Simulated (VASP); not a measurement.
OSZICAR of a VASP run on Cu (fcc):

**OSZICAR**
```
       N       E                     dE             d eps       ncg     rms          rms(c)
DAV:   1     0.305998431706E+02    0.30600E+02   -0.47214E+03  1120   0.162E+03
DAV:   2    -0.424552252139E+01   -0.34845E+02   -0.32830E+02  1082   0.178E+02
DAV:   3    -0.459523267873E+01   -0.34971E+00   -0.34914E+00  1302   0.261E+01
DAV:   4    -0.459757873612E+01   -0.23461E-02   -0.23459E-02  1359   0.193E+00
DAV:   5    -0.459760845733E+01   -0.29721E-04   -0.29720E-04  1278   0.172E-01    0.754E+00
DAV:   6    -0.413505765414E+01    0.46255E+00   -0.17574E+01  1131   0.951E+01    0.421E+00
DAV:   7    -0.373366299104E+01    0.40139E+00   -0.28678E+00  1146   0.385E+01    0.564E-01
DAV:   8    -0.372398273579E+01    0.96803E-02   -0.54970E-03  1209   0.116E+00    0.288E-01
DAV:   9    -0.372254305348E+01    0.14397E-02   -0.10695E-02  1170   0.217E+00    0.356E-02
DAV:  10    -0.372254077255E+01    0.22809E-05   -0.63328E-05  1607   0.165E-01    0.105E-02
DAV:  11    -0.372253938242E+01    0.13901E-05   -0.18813E-06  1107   0.283E-02    0.683E-04
DAV:  12    -0.372253944229E+01   -0.59874E-07   -0.61468E-08   627   0.426E-03
   1 F= -.37225394E+01 E0= -.37223247E+01  d E =-.644264E-03
```

Q: Which electronic solver shows in the log?

A: It is blocked Davidson (ALGO = Normal, or the opening steps of other solvers). The INCAR had ALGO = Normal.

Q: Can the final energy be trusted as converged?

A: The calculation finished and met its thresholds. It stopped with EDIFF = 1E-6, NELM = 100 (PBE GGA, plane waves, VASP's PBE PAW potentials (set 64)).

The compound is Cu in the fcc structure. The cell was not relaxed at this level. The k-mesh is coarse (spacing up to 0.37 per Å, 2π included), so the numbers may not be converged in it. The run is one of a series of settings (KPOINTS 8×8×8 Monkhorst-Pack mesh against the base run), some of them coarse on purpose.
